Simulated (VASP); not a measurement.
Computed with AM05 GGA, VASP's PBE PAW potentials (set 64) (plane waves; VASP).

Input for VASP

POSCAR:
```
PbS
1
    0.0000000000     2.9888620952     2.9888620952
    2.9888620952     0.0000000000     2.9888620952
    2.9888620952     2.9888620952     0.0000000000
Pb S
1 1
Direct
  0.0000000000   0.0000000000   0.0000000000
  0.5000000000   0.5000000000   0.5000000000
```

### KPOINTS
```
Automatic mesh
0
Gamma
8 8 8
0 0 0
```

INCAR:
```
ALGO = Normal
EDIFF = 1E-7
ENCUT = 520
GGA = AM
ISIF = 2
ISMEAR = 0
LASPH = .TRUE.
LCHARG = .FALSE.
LMAXMIX = 4
LREAL = .FALSE.
LWAVE = .FALSE.
NELM = 100
PREC = Accurate
SIGMA = 0.05
SYSTEM = PbS
```

POTCAR, in this order: Pb_d S (PBE.64 set). Program: vasp_std.

The run wrote:

OSZICAR:
```
       N       E                     dE             d eps       ncg     rms          rms(c)
DAV:   1     0.159120354052E+03    0.15912E+03   -0.10013E+04   812   0.150E+03
DAV:   2     0.386168171165E+01   -0.15526E+03   -0.15152E+03   854   0.355E+02
DAV:   3    -0.896694081305E+01   -0.12829E+02   -0.12771E+02  1058   0.105E+02
DAV:   4    -0.930527648741E+01   -0.33834E+00   -0.33816E+00   924   0.204E+01
DAV:   5    -0.931833779658E+01   -0.13061E-01   -0.13061E-01  1142   0.387E+00    0.423E+00
DAV:   6    -0.889584053809E+01    0.42250E+00   -0.13254E+00  1210   0.875E+00    0.289E+00
DAV:   7    -0.889661867097E+01   -0.77813E-03   -0.12484E-01   882   0.205E+00    0.162E+00
DAV:   8    -0.889975662097E+01   -0.31379E-02   -0.15102E-02   902   0.155E+00    0.232E-01
DAV:   9    -0.889951530706E+01    0.24131E-03   -0.28916E-03  1232   0.540E-01    0.831E-02
DAV:  10    -0.889974053498E+01   -0.22523E-03   -0.41527E-04   860   0.129E-01    0.444E-02
DAV:  11    -0.889975264041E+01   -0.12105E-04   -0.62308E-05  1008   0.920E-02    0.116E-02
DAV:  12    -0.889975513936E+01   -0.24990E-05   -0.63399E-06   890   0.273E-02    0.435E-03
DAV:  13    -0.889975525375E+01   -0.11439E-06   -0.35026E-07  1020   0.741E-03    0.172E-03
DAV:  14    -0.889975540925E+01   -0.15550E-06   -0.41432E-07   860   0.387E-03    0.762E-04
DAV:  15    -0.889975542608E+01   -0.16830E-07   -0.47160E-09   604   0.101E-03
   1 F= -.88997554E+01 E0= -.88997554E+01  d E =-.959896E-11
```

OUTCAR:
```
------------------------ aborting loop because EDIFF is reached ----------------------------------------
  FORCE on cell =-STRESS in cart. coord.  units (eV):
  Direction    XX          YY          ZZ          XY          YZ          ZX
  --------------------------------------------------------------------------------------
  Total       -0.5090860     -0.5090860     -0.5090860     -0.0000000     -0.0000000     -0.0000000
  in kB      -15.2740473    -15.2740473    -15.2740473     -0.0000000     -0.0000000     -0.0000000
  external PRESSURE =     -15.2740473 kB  Pullay stress =       0.0000000 kB
  volume of cell :       53.40
      direct lattice vectors                 reciprocal lattice vectors
     0.000000000  2.988862095  2.988862095    -0.167287745  0.167287745  0.167287745
     2.988862095  0.000000000  2.988862095     0.167287745 -0.167287745  0.167287745
     2.988862095  2.988862095  0.000000000     0.167287745  0.167287745 -0.167287745
  FREE ENERGIE OF THE ION-ELECTRON SYSTEM (eV)
  ---------------------------------------------------
  free  energy   TOTEN  =        -8.8997554261 eV

  energy  without entropy=       -8.8997554261  energy(sigma->0) =       -8.89975543
```
(Selected blocks of OUTCAR.)

The compound is PbS in the rock salt structure. This cell is one point of a volume scan, at 1.03 of the reference volume.
